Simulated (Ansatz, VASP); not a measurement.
# Cross-check of GdMn between VASP and Ansatz, part 2 of 2

Wanted: the spread between two codes on one cell, functional and k mesh. The cell is invented: As first built, before any earlier steps moved the atoms (in the runner's words): it takes the TbMg structure with all of its atoms replaced by other elements, volume scaled by an estimate. It may not be a known or stable phase. The cell is taken from a series of VASP runs on this material, whose earlier steps may have relaxed, scaled or displaced it; both programs get it as it stands. Valence electrons are named where the data sets of a main pair hold unlike numbers.

VASP 6.6.1 and Ansatz 0.2.0.

So far: The starting structure; VASP: band structure, r2SCAN.

### Step 3. Ansatz: band structure, r2SCAN

Level of this step: Ansatz beside VASP: Kohn-Sham DFT, plane waves, r2SCAN (Ansatz).

Ansatz runs on its default PAW (the set named soft_2) files.

The same cell, functional, mesh and smearing now go to Ansatz, which takes its cutoff from its data sets.

The input, input.yaml:

```yaml
crystal:
  lattice:
    - [3.6276730206, 0.0, 0.0]
    - [0.0, 3.6276730206, 0.0]
    - [0.0, 0.0, 3.6276730206]
  atoms:
    - { symbol: Gd, position: [0.5, 0.5, 0.5], spin: 6.711 }
    - { symbol: Mn, position: [0.0, 0.0, 0.0], spin: 4.01 }
hamiltonian:
  xc: r2scan
  pseudopotentials: { kind: paw }
magnetization:
  spin_polarized: true
kpoints:
  mp_grid: { grid: [5, 5, 5] }
  band_path:
    path:
      - [0.0, 0.0, 0.0]
      - [0.0, 0.1, 0.0]
      - [0.0, 0.2, 0.0]
      - [0.0, 0.3, 0.0]
      - [0.0, 0.43333, 0.0]
      - [0.0, 0.5, 0.0]
      - [0.1, 0.5, 0.0]
      - [0.2, 0.5, 0.0]
      - [0.33333, 0.5, 0.0]
      - [0.43333, 0.5, 0.0]
      - [0.5, 0.5, 0.0]
      - [0.36667, 0.36667, 0.0]
      - [0.26667, 0.26667, 0.0]
      - [0.16667, 0.16667, 0.0]
      - [0.06667, 0.06667, 0.0]
      - [0.03333, 0.03333, 0.03333]
      - [0.13333, 0.13333, 0.13333]
      - [0.23333, 0.23333, 0.23333]
      - [0.33333, 0.33333, 0.33333]
      - [0.46667, 0.46667, 0.46667]
      - [0.46667, 0.5, 0.46667]
      - [0.36667, 0.5, 0.36667]
      - [0.23333, 0.5, 0.23333]
      - [0.13333, 0.5, 0.13333]
      - [0.03333, 0.5, 0.03333]
      - [0.5, 0.5, 0.03333]
      - [0.5, 0.5, 0.16667]
      - [0.5, 0.5, 0.26667]
      - [0.5, 0.5, 0.36667]
      - [0.5, 0.5, 0.5]
    npoints: 1
scf:
  occupations: { method: gaussian, width: 0.05 }
  n_extra_bands: 7
output:
  forces: true
  stress: true
  eigenvalues: true
  write_density: true
  write_potential: true
  elf: true
  volumetric_format: npy
```

Launch:

```
ansatz run input.yaml --threads 2 --pin off --max-ram 4608MiB --backend cpu --events-out ev --progress --plain --runs-dir out
```

Numbers of over 12 decimals in the logs are rounded to 6 here.

The log of the run:

```text
Warning: the band count 24 (scf.n_extra_bands) hosts the net moment |M| = 10.7210 μB (N_el = 33) but caps the reachable moment at 2·n_bands − N_el = 15.0000 μB, below the 27 bands that the automatic rule leaves for it — a moment growing past the seed, or the majority channel's smearing tail, pins there with fewer empty majority states than that count leaves; raise or omit scf.n_extra_bands unless the cap is intended
scf.n_extra_bands = 7 over 17 filled bands (N_el = 33.0): the run solves 24 bands
Engine: ansatz 0.2.0, aarch64-unknown-linux-gnu
Pseudopotentials: kind: paw
Pseudopotential: Gd, paw, valence charge 18, recommended cutoff 500 eV (meta_gga), Gd.paw.azcp
Pseudopotential: Mn, paw, valence charge 15, recommended cutoff 500 eV (meta_gga), Mn.paw.azcp
Functional definition: r2SCAN
  parameter k0 = 0.174
  parameter k1 = 0.065
  parameter a1 = 4.9479
  exchange = r2scan_x(k0 = k0, k1 = k1, a1 = a1)
  correlation = r2scan_c
Crystal: 2 atoms, lattice volume = 47.740 Å³
Basis set: ecut = 500 eV, 1213 PW (Γ), exchange–correlation on 108×108×108 points (64 copies of the dense FFT grid, shifted against one another)
Bands: 24, of which v1, the nominal top of the filled ones, is band 17 counted from 1 (16 counted from 0)
Symmetry: 48 space group operations
Space group: Pm-3m (ITA 221), of the structure as read, at distance tolerance 3.6e-5 Å
Magnetic group: BNS 221.92 (UNI 1594), of the structure as read, at distance tolerance 3.6e-5 Å
k-points: 10 of 125
Non-local potential: Gd, projectors of the file, l = 0: 3, l = 1: 2, l = 2: 2, l = 3: 3
Non-local potential: Mn, projectors of the file, l = 0: 3, l = 1: 2, l = 2: 3, l = 3: 1
PAW form: soft (Blöchl's): semilocal exchange-correlation on the pseudo side does not see the compensation charge
PAW frozen core: Gd, regenerated for the run's functional (the file was generated under x = pbe(κ = 0.804, μ = 0.219515), c = pbe(β = 0.066725))
PAW frozen core: Mn, regenerated for the run's functional (the file was generated under x = pbe(κ = 0.804, μ = 0.219515), c = pbe(β = 0.066725))
PAW one-centre angular grid: Gd, 2702 points (default); XC on 224 Gauss nodes
PAW one-centre angular grid: Mn, 590 points (default); XC on 160 Gauss nodes
Initial density: superposition of atomic densities (chi_scale 0.1, normalization cell)
Starting moments: Σ|m| = 10.721 μB on 2 of 2 sites
Initial wavefunctions: pseudopotential atomic-orbital guess
Functional: x = r2scan, c = r2scan; τ floored in thin density (d = 2e-4 eV/Å³)
iter 1 solved again at ethr=1.87e-3 eV; its pass at ethr=3.10e-3 eV (dr2=6.17e-1 eV) is discarded
SCF iter   1: F=—  HF=-13249.077240 eV  |F-HF|=—  |Δ(HF+E_count)|=         —  Δρ=4.44e-2 (↑2.13e-2 ↓4.44e-2)  dr2=5.67e-1  dr2_τ=1.86e-2  dr2_m=4.10e-1  M=11.079 μB ∫|m|=11.128 μB  β_m=1.00  ethr=1.87e-3  ⟨swp⟩=2.1  Hψ=2569  notcnv=0
Mixer restart at iter 1: flushing history
preconditioner: auto → Resta (q_TF=auto, 2.565 Å⁻¹)  ε∞=7.9  [insulator: Δε(μ)=0.105 eV  Ē_g=9.778 eV  σ=0.050 eV  W_gap=0.69  n_scr=18 (ndim 8)  ℏωp=25.8 eV  f_vac=0.000  D(μ)=2.07/eV (n_scr^D=18)  ε∞_Penn≈7.9]
spin=Collinear: Resta preconditioning applied to the charge; magnetization (m = ρ↑ − ρ↓) channel mixes plain (no charge-response kernel on spin).
SCF iter   2: F=—  HF=-13249.474045 eV  |F-HF|=—  |Δ(HF+E_count)|=   3.97e-1  Δρ=1.70e-2 (↑1.45e-2 ↓1.70e-2)  dr2=5.10e-1  dr2_τ=2.26e-3  dr2_m=1.33e-2  M=11.080 μB ∫|m|=11.228 μB  β_m=1.00  ethr=1.72e-3  ⟨swp⟩=2.8  Hψ=1074  notcnv=0  defer=11  κ⁻¹=1.0e0(r=1)
SCF iter   3: F=—  HF=-13249.728897 eV  |F-HF|=—  |Δ(HF+E_count)|=   2.55e-1  Δρ=1.32e-2 (↑9.50e-3 ↓1.32e-2)  dr2=3.15e-1  dr2_τ=7.29e-4  dr2_m=1.99e-3  M=11.080 μB ∫|m|=11.283 μB  β_m=1.00  ethr=1.54e-3  ⟨swp⟩=2.0  Hψ=719  notcnv=0  defer=11  κ⁻¹=1.0e-1(r=2)
SCF iter   4: F=—  HF=-13249.999505 eV  |F-HF|=—  |Δ(HF+E_count)|=   2.71e-1  Δρ=4.58e-3 (↑4.58e-3 ↓3.19e-3)  dr2=3.98e-2  dr2_τ=1.60e-4  dr2_m=7.26e-4  M=11.080 μB ∫|m|=11.348 μB  β_m=1.00  ethr=9.54e-4  ⟨swp⟩=3.3  Hψ=1045  notcnv=0  defer=11  κ⁻¹=3.6e-2(r=3)
SCF iter   5: F=—  HF=-13249.987482 eV  |F-HF|=—  |Δ(HF+E_count)|=         —  Δρ=2.17e-3 (↑1.92e-3 ↓2.17e-3)  dr2=2.83e-3  dr2_τ=1.25e-4  dr2_m=4.82e-4  M=11.080 μB ∫|m|=11.342 μB  β_m=1.00  ethr=1.20e-4  ⟨swp⟩=2.8  Hψ=1053  notcnv=0  defer=10
Mixer restart at iter 5: flushing history
SCF iter   6: F=—  HF=-13249.998630 eV  |F-HF|=—  |Δ(HF+E_count)|=   1.11e-2  Δρ=1.59e-3 (↑1.28e-3 ↓1.59e-3)  dr2=1.69e-3  dr2_τ=6.86e-5  dr2_m=4.21e-5  M=11.080 μB ∫|m|=11.335 μB  β_m=1.00  ethr=8.59e-6  ⟨swp⟩=2.0  Hψ=823  notcnv=0  defer=10  κ⁻¹=1.0e0(r=1)
SCF iter   7: F=—  HF=-13250.008263 eV  |F-HF|=—  |Δ(HF+E_count)|=   9.63e-3  Δρ=1.21e-3 (↑8.13e-4 ↓1.21e-3)  dr2=1.02e-3  dr2_τ=2.66e-5  dr2_m=3.67e-5  M=11.080 μB ∫|m|=11.334 μB  β_m=1.00  ethr=5.12e-6  ⟨swp⟩=2.0  Hψ=940  notcnv=0  defer=10  κ⁻¹=8.2e-2(r=2)
[...]
SCF iter  24: F=—  HF=-13250.249530 eV  |F-HF|=—  |Δ(HF+E_count)|=   4.69e-3  Δρ=3.93e-4 (↑2.62e-4 ↓3.93e-4)  dr2=6.27e-5  dr2_τ=1.80e-6  dr2_m=2.65e-5  M=3.193 μB ∫|m|=11.949 μB  β_m=1.00  ethr=4.26e-7  ⟨swp⟩=2.0  Hψ=810  notcnv=0  defer=19  κ⁻¹=2.8e-5(r=8)
SCF iter  25: F=—  HF=-13250.255636 eV  |F-HF|=—  |Δ(HF+E_count)|=   6.11e-3  Δρ=5.87e-4 (↑5.87e-4 ↓3.35e-4)  dr2=8.05e-5  dr2_τ=1.68e-6  dr2_m=8.79e-5  M=3.193 μB ∫|m|=11.959 μB  β_m=1.00  ethr=1.90e-7  ⟨swp⟩=3.0  Hψ=931  notcnv=0  defer=20  κ⁻¹=7.4e-6(r=8)
SCF iter  26: F=—  HF=-13250.256740 eV  |F-HF|=—  |Δ(HF+E_count)|=   1.10e-3  Δρ=2.29e-4 (↑2.29e-4 ↓2.16e-4)  dr2=6.63e-6  dr2_τ=6.48e-7  dr2_m=1.98e-5  M=3.193 μB ∫|m|=11.966 μB  β_m=1.00  ethr=1.90e-7  ⟨swp⟩=2.0  Hψ=840  notcnv=0  defer=20  κ⁻¹=2.3e-5(r=8)
SCF iter  27: F=—  HF=-13250.256750 eV  |F-HF|=—  |Δ(HF+E_count)|=   9.28e-6  Δρ=1.48e-4 (↑1.48e-4 ↓8.82e-5)  dr2=4.40e-6  dr2_τ=3.02e-7  dr2_m=5.04e-6  M=3.192 μB ∫|m|=11.966 μB  β_m=1.00  ethr=2.01e-8  ⟨swp⟩=2.0  Hψ=834  notcnv=0  defer=20  κ⁻¹=4.0e-4(r=8)
SCF iter  28: F=—  HF=-13250.256783 eV  |F-HF|=—  |Δ(HF+E_count)|=   3.40e-5  Δρ=7.33e-5 (↑5.13e-5 ↓7.33e-5)  dr2=1.98e-6  dr2_τ=7.29e-8  dr2_m=1.25e-6  M=3.193 μB ∫|m|=11.968 μB  β_m=1.00  ethr=1.33e-8  ⟨swp⟩=2.2  Hψ=818  notcnv=0  defer=20  κ⁻¹=6.1e-4(r=8)
SCF iter  29: F=—  HF=-13250.256789 eV  |F-HF|=—  |Δ(HF+E_count)|=   5.29e-6  Δρ=3.57e-5 (↑3.05e-5 ↓3.57e-5)  dr2=1.87e-6  dr2_τ=1.44e-8  dr2_m=7.27e-8  M=3.192 μB ∫|m|=11.968 μB  β_m=1.00  ethr=6.00e-9  ⟨swp⟩=2.0  Hψ=816  notcnv=0  defer=20  κ⁻¹=2.5e-5(r=8)
SCF iter  30: F=—  HF=-13250.256791 eV  |F-HF|=—  |Δ(HF+E_count)|=   2.32e-6  Δρ=3.76e-5 (↑3.53e-5 ↓3.76e-5)  dr2=5.53e-7  dr2_τ=2.91e-8  dr2_m=4.52e-7  M=3.193 μB ∫|m|=11.968 μB  β_m=1.00  ethr=5.67e-9  ⟨swp⟩=2.0  Hψ=791  notcnv=0  defer=20  κ⁻¹=6.6e-6(r=8)
SCF iter  31: F=—  HF=-13250.256791 eV  |F-HF|=—  |Δ(HF+E_count)|=   1.12e-7  Δρ=2.14e-5 (↑2.14e-5 ↓9.83e-6)  dr2=1.98e-7  dr2_τ=3.04e-9  dr2_m=6.87e-8  M=3.192 μB ∫|m|=11.968 μB  β_m=1.00  ethr=1.68e-9  ⟨swp⟩=2.0  Hψ=810  notcnv=0  defer=20  κ⁻¹=8.6e-6(r=8)
SCF iter  32: F=—  HF=-13250.256792 eV  |F-HF|=—  |Δ(HF+E_count)|=   1.36e-6  Δρ=1.05e-5 (↑9.58e-6 ↓1.05e-5)  dr2=1.27e-8  dr2_τ=1.53e-9  dr2_m=4.00e-8  M=3.192 μB ∫|m|=11.968 μB  β_m=1.00  ethr=5.99e-10  ⟨swp⟩=2.0  Hψ=810  notcnv=0  defer=20  κ⁻¹=7.2e-6(r=8)
SCF iter  33: F=-13250.256793 eV  HF=-13250.256793 eV  |F-HF|=4.20e-8  |Δ(HF+E_count)|=   2.57e-7  Δρ=1.67e-6 (↑1.34e-6 ↓1.67e-6)  dr2=2.59e-9  dr2_τ=3.75e-11  dr2_m=8.81e-11  M=3.192 μB ∫|m|=11.968 μB  ethr=3.84e-11  ⟨swp⟩=11.2  Hψ=3219  notcnv=0
SCF 1 converged in 33 iterations: F = -13250.256793 eV  dr2 = 2.59e-9
  greatest PAW one-centre occupation: 1.003 electrons in one spin orbital (limit 2), on the Mn atom at site 1 (counted from 0), in its partial waves of l = 1
this state was not tested for a lower state beside it, because the mixer in use, unlike msr1, does not test its closes by its own steps (another_mixer; see scf.mixing.algorithm and scf.lower_state_search)
NSCF: frozen V_eff on 30 k-points
SCF converged after 33 iterations
Magnetization: 3.1925 μB (18.0962 up, 14.9038 down)
Absolute magnetization: 11.9680 μB (∫|ρ↑−ρ↓|, with the PAW one-centre terms)
Spin contamination: 4.3540 ħ² per cell (⟨S²⟩ above its minimum at these occupations)
Per-site moments (μB) at R_I (Å): [(7.274915, 1.295934), (-4.327215, 1.295934)]
Free energy (F): -13250.256793 eV
Harris-Foulkes:  -13250.256793 eV  (|F-HF|=4.20e-8)
Internal energy: -13250.253013 eV  (E = F + TS)
E sigma→0 (E₀):  -13250.254903 eV
Entropy (-TS):   -0.003779 eV (-1.890 meV/atom)
Fermi energy:    13.185696 eV
--- Per-component energies (eV) ---
  E_band       = -321.192386
  E_kinetic    = 701.768658
  E_local      = -4113.635856  (includes V_loc(G=0)·N_el)
  E_nonlocal   = 534.632586
  E_hartree    = 1693.333409
  E_xc         = -333.368641
  E_vxc        = -441.743797  (∫ρ·V_xc dr)
  E_paw        = -7782.064934  (= ΣΔE_a)
  E_vpaw       = -415.247725  (= ΣTr[D̂ρ^β])
  E_aug_tail   = -0.000004  (compensation charges beyond the density's cutoff)
  E_vtau       = 26.363799  (kinetic-family band-sum trace: ∫τ·v_τ [+ j·A + Jᵃ·Aᵃ] dr)
  E_ewald      = -3950.974515
  E_core_change = 0.056282  (= ΣΔE_core)
  E_smearing   = -0.003779  (= −TS)
  E_closure    = 0.000000  (closes the sum)
  Σ components = -13250.256793   (vs F -13250.256793, Δ=0.00e0)
--- Forces (eV/Å), atoms counted from 1 ---
  atom   1  Gd     0.00000000     0.00000000     0.00000000
  atom   2  Mn    -0.00000000    -0.00000000     0.00000000
  max |Σ_I F_I| component: 1.03e-29 eV/Å
--- Stress (GPa, compression-positive) ---
        0.898819      -0.000000       0.000000
        0.000000       0.898819       0.000000
        0.000000       0.000000       0.898819
  P = ⅓ Tr σ = 0.8988 GPa (8.988 kbar)
--- Band table (eV; the first three rows and the last of 20) ---
  k-point 0 ↑: bands = [... 13 lower, 7.8585, 7.8585, 7.8921, 11.0432, 11.0432, 14.6173, 14.6173, 14.6173, ... 3 higher]
  k-point 1 ↑: bands = [... 13 lower, 7.8699, 7.8699, 7.8844, 11.3152, 11.4238, 14.5590, 14.5590, 14.7836, ... 3 higher]
  k-point 2 ↑: bands = [... 13 lower, 7.8981, 7.8981, 9.0333, 10.9840, 12.4539, 13.9902, 14.5872, 14.5872, ... 3 higher]
  k-point 9 ↓: bands = [... 13 lower, 11.1004, 12.2474, 12.2474, 14.4174, 14.9836, 14.9836, 14.9844, 15.0735, ... 3 higher]
```

Elapsed: 8.7 s, on 2 threads of Arm Neoverse V2, shared host; peak memory 0.46 GiB; 16 s of CPU time.

In the SCF lines HF is the Harris–Foulkes energy and dr2 the Hartree energy of the density residual, in eV; the loop may stop once dr2 is under the threshold and the program's other checks hold. Hψ counts applications of the Hamiltonian.

### Step 4. Differences

Known differences besides the potentials themselves: VASP keeps PBE cores, Ansatz makes them for the functional; the data sets hold 33 valence electrons in Ansatz (on its default PAW (the set named soft_2) files) and 31 in VASP; the cutoff is 500 eV in Ansatz and 450 eV in VASP; site moments are counted in spheres of each program's own size. Total energies have different zeros and are not compared.

The two programs side by side:

```
                                        quantity  Ansatz   VASP  difference
                                  pressure (GPa)    0.90   0.06       +0.83
pressure without Ansatz's Pulay correction (GPa)    0.83   0.06       +0.77
                               total moment (μB)    3.19  11.08       -7.89
                              moment on Gd1 (μB)    7.28   6.71       +0.56
                              moment on Mn2 (μB)   -4.33   4.01       -8.34
```

By their total or site moments the two runs ended in different magnetic states: Ansatz left the typed order; the other differences may follow from that, so they don't measure the programs' precision. Ansatz's pressure holds a Pulay correction of 0.07 GPa; VASP's holds none.

### Step 5. Other set-ups

Further runs change the set-up of one program: Ansatz's method, potentials or start, or VASP's data sets, cutoff or form of LDA. The table gives Ansatz less VASP for each quantity, since a change that brings one quantity closer may part another.

```
                 run  pressure (GPa)  total moment (μB)  pressure without Ansatz's Pulay correction (GPa)
            as above            0.83               -7.9                                              0.77
cores kept as stored            0.84               -7.9                                              0.77
```

### Step 6. VASP: single point, r2SCAN

With cell and atoms fixed, the geometry can't cause a difference; cores, projectors, grids and the points listed under the comparison can.

The input, INCAR:

```
SYSTEM = GdMn
PREC = Accurate
ENCUT = 450
EDIFF = 1E-06
NELM = 100
ISMEAR = 0
SIGMA = 0.05
LREAL = .FALSE.
ALGO = Normal
METAGGA = R2SCAN
LASPH = .TRUE.
NBANDS = 31
ISPIN = 2
MAGMOM = 6.711 4.01
LMAXMIX = 6
LORBIT = 11
LWAVE = .FALSE.
LCHARG = .FALSE.
LOPTICS = .TRUE.
NEDOS = 1500
CSHIFT = 0.1
```

The input, POSCAR:

```
GdMn
1.0
    3.6276730206      0.0000000000      0.0000000000
    0.0000000000      3.6276730206      0.0000000000
    0.0000000000      0.0000000000      3.6276730206
Gd Mn
1 1
Direct
    0.5000000000      0.5000000000      0.5000000000
    0.0000000000      0.0000000000      0.0000000000
```

The input, KPOINTS:

```
Automatic mesh
0
Gamma
8 8 8
0 0 0
```

Potentials, in the order of the species: Gd and Mn_pv (PBE family, release 64).

Launch:

```
mpirun -np 1 vasp_std
```

The log of the run:

```text
[banner, memory and clock lines left out]
running    1 mpi-ranks, on    1 nodes
[...]
[... a notice as in an earlier step ...]

 LDA part: xc-table for (None), standard interpolation
 POSCAR, INCAR and KPOINTS ok, starting setup
[...]
entering main loop
       N       E                     dE             d eps       ncg     rms          rms(c)
DAV:   1     0.175610878080E+03    0.17561E+03   -0.12351E+04  6671   0.426E+03
DAV:   2    -0.347435436621E+02   -0.21035E+03   -0.18831E+03  6389   0.545E+02
DAV:   3    -0.591306573799E+02   -0.24387E+02   -0.23672E+02  6716   0.114E+02
DAV:   4    -0.624363827141E+02   -0.33057E+01   -0.32681E+01  8297   0.280E+01
[...]
DAV:  20    -0.556776727361E+02   -0.17881E-04   -0.12739E-05  6782   0.629E-02    0.202E-02
DAV:  21    -0.556776710748E+02    0.16613E-05   -0.16367E-06  4914   0.910E-03    0.673E-03
DAV:  22    -0.556776712826E+02   -0.20785E-06   -0.14181E-07  2633   0.504E-03
   1 F= -.55677671E+02 E0= -.55676998E+02  d E =-.134646E-02  mag=    10.8914
 optical routines
 imaginary and real dielectric function
 direction            1
 direction            2
 direction            3
```

OUTCAR, selected parts (step 6):

```text
  Total       -0.1320265     -0.1320265     -0.1320265     -0.0000000     -0.0000000      0.0000000
  in kB       -4.4308526     -4.4308526     -4.4308526     -0.0000000     -0.0000000      0.0000000
  external PRESSURE =      -4.4308526 kB  Pullay stress =       0.0000000 kB

  FREE ENERGIE OF THE ION-ELECTRON SYSTEM (eV)
  ---------------------------------------------------
  free  energy   TOTEN  =       -55.6776712826 eV

  energy  without entropy=      -55.6763248216  energy(sigma->0) =      -55.67699805

 magnetization (x)
# of ion       s       p       d       f       tot
--------------------------------------------------
    1       -0.011  -0.126  -0.031   6.852   6.685
    2        0.055   0.020   3.880   0.000   3.955
--------------------------------------------------
tot          0.045  -0.106   3.849   6.852  10.640

[... 2 parts as in an earlier step ...]

[... 2 further parts left out ...]
[key lines of the parts left out:]
E-fermi :   4.5490
```

The intraband (Drude) part is not in this spectrum.

### Step 7. Ansatz: single point, r2SCAN

The same cell, functional, mesh and smearing now go to Ansatz, which takes its cutoff from its data sets.

The cell is taken from a series of VASP runs on this material, whose earlier steps may have relaxed, scaled or displaced it; both programs get it as it stands.

input.yaml, the sections that differ from step 3:

```yaml
kpoints:
  mp_grid: { grid: [8, 8, 8] }
scf:
  occupations: { method: gaussian, width: 0.05 }
  n_extra_bands: 4
output:
  forces: true
  stress: true
  eigenvalues: true
# crystal, hamiltonian, magnetization: as in step 3
```

Launch:

```
ansatz run input.yaml --threads 2 --pin off --max-ram 4608MiB --backend cpu --events-out ev --progress --plain --runs-dir out
```

The log of the run:

```text
Error: inconsistent input (scf.n_extra_bands): n_bands = 21 cannot host the net starting moment |Σ_I m_I| = 10.7210 μB: with N_el = 33 the majority spin channel must hold (N_el + |M|)/2 = 21.8605 electrons at no more than one per band — at least 22 bands (21 bands cap the reachable moment at 2·n_bands − N_el = 9.0000 μB); raise scf.n_extra_bands until at least 22 bands are solved (omitted, it auto-derives to 27) or lower the seeds (crystal.atoms[].spin / magnetization.per_species / magnetization.initial_magnetization)
```

Wall time 0.14 s (2 threads); peak memory 0.088 GiB.

The input was rejected at the start.

The program's message: “Error: inconsistent input (scf.n_extra_bands): n_bands = 21 cannot host the net starting moment |Σ_I m_I| = 10.7210 μB: with N_el = 33 the majority spin channel must hold (N_el + |M|)/2 = 21.8605 elec …”

### Step 8. Outcome

```json
{
  "difference in total moment (band structure, r2SCAN)": "-7.9 μB"
}
```

**Reading.** The difference in total moment is -7.9 μB (band structure, r2SCAN). The data sets hold unlike numbers of valence electrons (33 in Ansatz and 31 in VASP), so part of the differences comes from the potentials. The runs of the band structure, r2SCAN pair ended with unlike moments, so it says little about numerical agreement. For band structure, r2SCAN, no further run moves any of the tabulated differences by more than a quarter of its size. Ansatz did not finish the single point, r2SCAN run on these settings, where VASP converged. 1 further run of this series is not shown here. How closely two codes agree says nothing of how well the functional describes the real material.

[Lines on the potential files, build, host, timing and source positions are cut from VASP's logs without a mark.]

[Logs are printed without paths, hosts, clocks, repeated set-up lines and the standing remarks that a program may print on its own settings, such as how far it seeks lower states.]

[Hosts, paths, dates, database ids (printed as entryN), source tags and the programs' standing remarks are cut or masked in the printed files.]
